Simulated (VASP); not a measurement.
# GeClF₃: harmonic vibrations of a molecule

GeClF₃, molecule in box, 5 atoms in the cell. PBE, harmonic vibrations; PAW potentials F, Ge_d, Cl (PBE set).

## Input

INCAR.step1:
```
  ALGO = Normal
  EDIFF = 1E-8
  EDIFFG = -0.002
  ENCUT = 400
  IBRION = 2
  ISIF = 2
  ISMEAR = 0
  ISYM = 0
  LASPH = True
  LCHARG = False
  LREAL = False
  LWAVE = False
  NELM = 100
  NSW = 60
  POTIM = 0.5
  PREC = Accurate
  SIGMA = 0.01
```

INCAR.step2, as INCAR.step1 but for:
```
- EDIFFG = -0.002
- IBRION = 2
- ISIF = 2
- NSW = 60
- POTIM = 0.5
+ IBRION = 5
+ NFREE = 2
+ NSW = 1
+ POTIM = 0.015
```

KPOINTS:
```
k-points
0
Gamma
  1 1 1
```

POSCAR.step1:
```
GeClF3
1.0
   12.0000000000      0.0000000000      0.0000000000
    0.0000000000     12.0000000000      0.0000000000
    0.0000000000      0.0000000000     12.0000000000
F Ge Cl
3 1 1
Direct
    0.3935416700      0.4100125000      0.6144041700
    0.6086250000      0.4010958300      0.5377458300
    0.4342500000      0.3823291700      0.3912625000
    0.4786500000      0.4486458300      0.5081375000
    0.4781416700      0.6211708300      0.4866458300
```

Commands (each step's output is kept before the next begins):
```
cat potpaw_PBE.64/F/POTCAR potpaw_PBE.64/Ge_d/POTCAR potpaw_PBE.64/Cl/POTCAR > POTCAR
cp INCAR.step1 INCAR
cp POSCAR.step1 POSCAR
mpirun -np 4 vasp_gam > vasp.out
cp CONTCAR POSCAR
cp INCAR.step2 INCAR
mpirun -np 4 vasp_gam > vasp.out
```

## Result

- Vibrations (cm⁻¹; a negative value is imaginary): 713, 713, 682, 441, 248, 229, 229, 160, 158
- Zero-point energy (eV): 0.221
- Translations and rotations, which should read zero (cm⁻¹): -16, -12, -8, 1, 5, 10
- Vibrational entropy at 298 K (meV/K): 0.537
- Displaced cells: 30
- Ionic steps, all stages: 47
- Electronic steps, all stages: 883

VASP 6.6.1 took 1061 s on 4 cores (Intel Xeon Platinum 8259CL @ 2.50GHz (Skylake/Cascade Lake)), a shared host.
